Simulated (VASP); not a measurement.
All values below come from PBE GGA, VASP's PBE PAW potentials (set 64) (plane waves; VASP).

The input files of a VASP run:

File POSCAR:
```
Fe
1
   -1.4350000000     1.4350000000     1.4350000000
    1.4350000000    -1.4350000000     1.4350000000
    1.4350000000     1.4350000000    -1.4350000000
Fe
1
Direct
  0.0000000000   0.0000000000   0.0000000000
```

**INCAR**
```
SYSTEM = Fe
PREC = Accurate
ENCUT = 300
EDIFF = 1E-6
NELM = 100
ALGO = Normal
LREAL = .FALSE.
LASPH = .TRUE.
ISMEAR = -1
SIGMA = 0.1
GGA = PE
LMAXMIX = 4
LWAVE = .FALSE.
LCHARG = .FALSE.
ISIF = 2
ISPIN = 2
MAGMOM = 2.5
LORBIT = 11
```

**KPOINTS**
```
K-points
0
Gamma
  5 5 5
```

POTCAR, in this order: Fe (PBE.64 set). Program: vasp_std.

Output

**OUTCAR**
```
 ion  position               nearest neighbor table
   1  0.000  0.000  0.000-
  LATTYP: Found a body centered cubic cell.
 ALAT       =     2.8700000000
 Subroutine PRICEL returns:
 Original cell was already a primitive cell.
 Subroutine GETGRP returns: Found 48 space group operations
The static configuration has the point symmetry O_h .
The dynamic configuration has the point symmetry O_h .
The overall configuration has the point symmetry O_h .
 Subroutine INISYM returns: Found 48 space group operations
 Subroutine IBZKPT returns following result:
 Found     10 irreducible k-points:

 Following reciprocal coordinates:
            Coordinates               Weight
  0.000000  0.000000  0.000000      1.000000
  0.200000  0.000000  0.000000     12.000000
  0.400000  0.000000  0.000000     12.000000
  0.200000  0.200000  0.000000     24.000000
  0.400000  0.200000  0.000000     24.000000
  0.200000  0.200000  0.200000      8.000000
 -0.200000  0.200000  0.200000      6.000000
 -0.400000  0.400000  0.200000     24.000000
 -0.400000 -0.400000  0.200000      8.000000
 -0.400000  0.400000  0.400000      6.000000
   k-points           NKPTS =     10   k-points in BZ     NKDIM =     10   number of bands    NBANDS=      9
   number of dos      NEDOS =    301   number of ions     NIONS =      1
   total plane-waves  NPLWV =   2744
   dimension x,y,z NGX =    14 NGY =   14 NGZ =   14
   dimension x,y,z NGXF=    28 NGYF=   28 NGZF=   28
   ions per type =               1
   PREC   = accura    normal or accurate (medium, high low for compatibility)
   ISTART =      0    job   : 0-new  1-cont  2-samecut
   ICHARG =      2    charge: 1-file 2-atom 10-const
   ISPIN  =      2    spin polarized calculation?
   LNONCOLLINEAR =      F non collinear calculations
   LSORBIT =      F    spin-orbit coupling
   INIWAV =      1    electr: 0-lowe 1-rand  2-diag
   ENCUT  =  300.0 eV  22.05 Ry    4.70 a.u.   3.51  3.51  3.51*2*pi/ulx,y,z
...
```

OSZICAR:
```
       N       E                     dE             d eps       ncg     rms          rms(c)
DAV:   1     0.847783467500E+01    0.84778E+01   -0.29793E+03   376   0.686E+02
DAV:   2    -0.908827476174E+01   -0.17566E+02   -0.16620E+02   361   0.108E+02
DAV:   3    -0.923758194071E+01   -0.14931E+00   -0.14917E+00   448   0.125E+01
DAV:   4    -0.923824766661E+01   -0.66573E-03   -0.66569E-03   397   0.763E-01
DAV:   5    -0.923825420593E+01   -0.65393E-05   -0.65394E-05   411   0.701E-02    0.108E+01
DAV:   6    -0.828969194982E+01    0.94856E+00   -0.13463E+01   371   0.550E+01    0.566E+00
DAV:   7    -0.822243906034E+01    0.67253E-01   -0.87113E-01   372   0.136E+01    0.315E+00
DAV:   8    -0.821471974398E+01    0.77193E-02   -0.14085E-02   415   0.101E+00    0.130E+00
DAV:   9    -0.820792108601E+01    0.67987E-02   -0.10568E-02   410   0.830E-01    0.327E-01
DAV:  10    -0.820782889835E+01    0.92188E-04   -0.23569E-03   374   0.680E-01    0.892E-02
DAV:  11    -0.820786436872E+01   -0.35470E-04   -0.91181E-05   367   0.133E-01    0.408E-02
DAV:  12    -0.820786379908E+01    0.56963E-06   -0.29553E-05   368   0.811E-02    0.109E-02
DAV:  13    -0.820786872077E+01   -0.49217E-05   -0.29816E-06   307   0.171E-02    0.745E-03
DAV:  14    -0.820786710152E+01    0.16193E-05   -0.12775E-06   183   0.156E-02    0.185E-03
DAV:  15    -0.820786725208E+01   -0.15056E-06   -0.31021E-08   180   0.234E-03
   1 F= -.82078673E+01 E0= -.81873184E+01  d E =-.410978E-01  mag=     2.1355
```

### OUTCAR
```
------------------------ aborting loop because EDIFF is reached ----------------------------------------
  FORCE on cell =-STRESS in cart. coord.  units (eV):
  Direction    XX          YY          ZZ          XY          YZ          ZX
  --------------------------------------------------------------------------------------
  Total       -0.6277233     -0.6277233     -0.6277233      0.0000000     -0.0000000      0.0000000
  in kB      -85.0869894    -85.0869894    -85.0869894      0.0000000     -0.0000000      0.0000000
  external PRESSURE =     -85.0869894 kB  Pullay stress =       0.0000000 kB
  volume of cell :       11.82
      direct lattice vectors                 reciprocal lattice vectors
    -1.435000000  1.435000000  1.435000000     0.000000000  0.348432056  0.348432056
     1.435000000 -1.435000000  1.435000000     0.348432056  0.000000000  0.348432056
     1.435000000  1.435000000 -1.435000000     0.348432056  0.348432056  0.000000000
 POSITION                                       TOTAL-FORCE (eV/Angst)
 -----------------------------------------------------------------------------------
      0.00000      0.00000      0.00000         0.000000      0.000000      0.000000
 -----------------------------------------------------------------------------------
    total drift:                               -0.000000     -0.000000      0.000000
  FREE ENERGIE OF THE ION-ELECTRON SYSTEM (eV)
  ---------------------------------------------------
  free  energy   TOTEN  =        -8.2078672521 eV

  energy  without entropy=       -8.1667694912  energy(sigma->0) =       -8.18731837

 total charge

# of ion       s       p       d       tot
------------------------------------------
    1        0.471   0.519   6.189   7.178

 magnetization (x)

# of ion       s       p       d       tot
------------------------------------------
    1       -0.013  -0.044   2.191   2.134
```
(Selected blocks of OUTCAR.)

At this cut-off the stress carries a Pulay error, which pulls relaxed volumes low.

The structure is a typed Fe crystal (Im-3m). The cell was not relaxed at this level. The k-mesh is coarse (spacing up to 0.62 per Å, 2π included), so the numbers may not be converged in it. The run is one of a series of settings (KPOINTS 5×5×5 Γ-centred mesh against the base run), some of them coarse on purpose.
